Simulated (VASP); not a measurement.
Given:

```xyz
8
Lattice="5.5075 0.0000 0.0000 0.0000 5.5075 0.0000 0.0000 0.0000 5.5075" Properties=species:S:1:pos:R:3 pbc="T T T"
Be     0.0000     0.0000     0.0000
Be     2.7538     2.7538     0.0000
Be     2.7538     0.0000     2.7538
Be     0.0000     2.7538     2.7538
Te     1.3769     1.3769     1.3769
Te     4.1306     4.1306     1.3769
Te     4.1306     1.3769     4.1306
Se     1.3769     4.1306     4.1306
```

These are PBEsol GGA, VASP's PBE PAW potentials (set 64) (plane waves; VASP) values and carry that method's errors. Run with 400 eV cut-off, 5×5×5 Γ-centred mesh, Gaussian smearing of 0.050 eV, potentials Be Te Se.

Task: The ions, cell shape and volume are relaxed. Give the cell that the relaxation ends in.

Result: 
```xyz
8
Lattice="5.4965 0.0000 0.0000 0.0000 5.4965 0.0000 0.0000 0.0000 5.4965" Properties=species:S:1:pos:R:3 pbc="T T T"
Be     0.0597     5.4368     5.4368
Be     2.6886     2.8079     5.4368
Be     2.6886     5.4368     2.8079
Be     0.0597     2.8079     2.8079
Te     1.3741     1.3741     1.3741
Te     4.1224     4.1224     1.3741
Te     4.1224     1.3741     4.1224
Se     1.3741     4.1224     4.1224
```
Space group P-43m (215), at a tolerance of 0.03 Å.

Task: How do energy and volume change from the first to the last step?

Result: The energy (σ→0) changes by -23.5 meV/atom and the volume by -0.6 %, in 7 ionic steps.

The structure was generated: Be4SeTe3 was put into an ordered model structure (P-43m), which need not be its known phase. This run relaxes it. Symmetry was kept, so distortions that lower it aren't found.
